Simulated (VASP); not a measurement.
A convergence study with VASP on MoSi2 (MoSi2 type): one setting is varied, all else stays as given below, so the limit is that of these other settings.

```
CELL_PARAMETERS angstrom
     -1.60500     1.60500     3.92500
      1.60500    -1.60500     3.92500
      1.60500     1.60500    -3.92500
ATOMIC_POSITIONS crystal
  Si 0.66500 0.66500 0.00000
  Si 0.33500 0.33500 0.00000
  Mo 0.00000 0.00000 0.00000
```

Computed with PBE GGA, VASP's PBE PAW potentials (set 64) (plane waves; VASP). The tightest run used: 550 eV cut-off, 19×19×19 Monkhorst-Pack mesh, first-order Methfessel-Paxton smearing of 0.10 eV, potentials Si Mo_sv.

Problem. The settings run are 1×1×1 mesh; 2×2×2 mesh; 3×3×3 mesh; 4×4×4 mesh; 5×5×5 mesh; 6×6×6 mesh; 7×7×7 mesh; 8×8×8 mesh; 9×9×9 mesh; 10×10×10 mesh; 11×11×11 mesh; 12×12×12 mesh; 13×13×13 mesh; 14×14×14 mesh; 15×15×15 mesh; 16×16×16 mesh; 17×17×17 mesh; 18×18×18 mesh; 19×19×19 mesh. From which on does the stress (every component) stay within 0.5 GPa of the tightest run?

Solution. From 6×6×6 mesh on: it is off by 0.17 there and by no more than 0.5 in any finer run, while 5×5×5 mesh is off by 0.55.
```tsv
setting	E (eV/atom)	pressure (GPa)	largest force (eV/Å)	irreducible k-points	difference judged (GPa)
1×1×1 mesh	-5.1890	25.60	1.499	1	32.91
2×2×2 mesh	-7.4154	7.32	0.900	3	24.74
3×3×3 mesh	-7.6491	3.45	0.080	6	2.35
4×4×4 mesh	-7.7275	1.99	0.115	11	1.06
5×5×5 mesh	-7.7489	1.70	0.063	18	0.55
6×6×6 mesh	-7.7532	1.64	0.026	28	0.17
7×7×7 mesh	-7.7539	1.65	0.003	40	0.03
8×8×8 mesh	-7.7535	1.65	0.017	56	0.10
9×9×9 mesh	-7.7531	1.66	0.037	75	0.18
10×10×10 mesh	-7.7527	1.68	0.018	99	0.14
11×11×11 mesh	-7.7527	1.67	0.002	126	0.06
12×12×12 mesh	-7.7529	1.66	0.015	159	0.04
13×13×13 mesh	-7.7531	1.66	0.009	196	0.02
14×14×14 mesh	-7.7531	1.66	0.007	240	0.01
15×15×15 mesh	-7.7532	1.66	0.005	288	0.00
16×16×16 mesh	-7.7532	1.66	0.003	344	0.01
17×17×17 mesh	-7.7532	1.66	0.008	405	0.01
18×18×18 mesh	-7.7533	1.66	0.008	475	0.01
19×19×19 mesh	-7.7533	1.66	0.006	550	0.00
```

Left out are rungs that failed or repeat a setting and relaxations that didn't move; long series are thinned to 24 rows.

The compound is MoSi2 in the MoSi2 type structure. The cell was not relaxed at this level, forces remain on its atoms.
